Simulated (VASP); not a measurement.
## ZnO: relaxation of cell and atoms with PBE

ZnO:

```
Zn O
1.0
     3.24931    0.00000    0.00000
    -1.62465    2.81398    0.00000
     0.00000    0.00000    5.20571
Zn O
2 2
Direct
  0.33333 0.66667 0.50000
  0.66667 0.33333 0.00000
  0.66667 0.33333 0.37901
  0.33333 0.66667 0.87901
```

* Program: VASP 6.6.1
* Task: relaxation of cell and atoms
* Functional: PBE
* Potentials or basis: VASP PAW PBE potentials, release 64 (Zn, O)
* Cutoff: 520 eV
* k mesh: 6 × 6 × 4
* Occupations: gaussian, width 0.02 eV
* Spin: no spin polarisation
* Further INCAR settings: ALGO = Normal; EDIFF = 1e-07; IBRION = 2; EDIFFG = -0.002; NSW = 80; ISIF = 3

The relaxed volume is 12.40 Å³/atom and the relaxed cell is a = 3.287 Å, b = 3.287 Å, c = 5.303 Å, α = 90.00°, β = 90.00°, γ = 120.00°. The space group after relaxing (to 0.05 Å) is P6_3mc (No. 186). The energy gained by relaxing is 9.4 meV/atom. The ionic steps are 11. The pressure after relaxing is 0.0 GPa and the band gap on the k mesh is 0.72 eV, direct.

Step by step:
```
step  energy change (eV)  largest force (eV/Å)  pressure (GPa)  volume (Å³)
   1              0.0000                0.0740            6.00        47.60
   2             -0.0277                0.0267           -2.74        50.73
   3             -0.0374                0.0001            0.01        49.63
   4             -0.0374                0.0012           -0.12        49.67
   5             -0.0375                0.0094            0.05        49.61
   6             -0.0375                0.0098            0.05        49.60
   7             -0.0375                0.0089            0.01        49.62
   8             -0.0376                0.0072           -0.05        49.64
   9             -0.0376                0.0008           -0.02        49.62
  10             -0.0376                0.0016            0.04        49.62
  11             -0.0376                0.0009            0.00        49.62
```

Final structure:
```
Zn O
1.0
     3.28685    0.00000    0.00000
    -1.64342    2.84649    0.00000
     0.00000    0.00000    5.30345
Zn O
2 2
Direct
  0.33333 0.66667 0.49995
  0.66667 0.33333 0.99995
  0.66667 0.33333 0.37906
  0.33333 0.66667 0.87906
```

Levels at points of the mesh, in eV from the valence-band top:
```csv
k point,band 16,band 17,band 18,band 19,band 20,band 21
"(0.00, 0.00, 0.00)",-0.08,0.00,0.00,0.72,5.07,8.05
"(0.50, 0.00, 0.00)",-2.13,-1.22,-0.79,5.59,6.81,7.52
"(0.00, 0.00, 0.50)",-0.37,-0.37,-0.37,3.35,3.35,9.89
"(0.50, 0.00, 0.50)",-1.42,-1.31,-1.31,5.63,5.63,8.19
```

It took 48 s on 4 MPI ranks on Intel(R) Xeon(R) Platinum 8259CL CPU @ 2.50GHz (Skylake/Cascade Lake), on a shared host, peak memory 0.17 GiB a rank.

PBE gaps usually lie below the measured ones, often by a third to a half. PBE usually gives volumes a little too large and moduli too small.
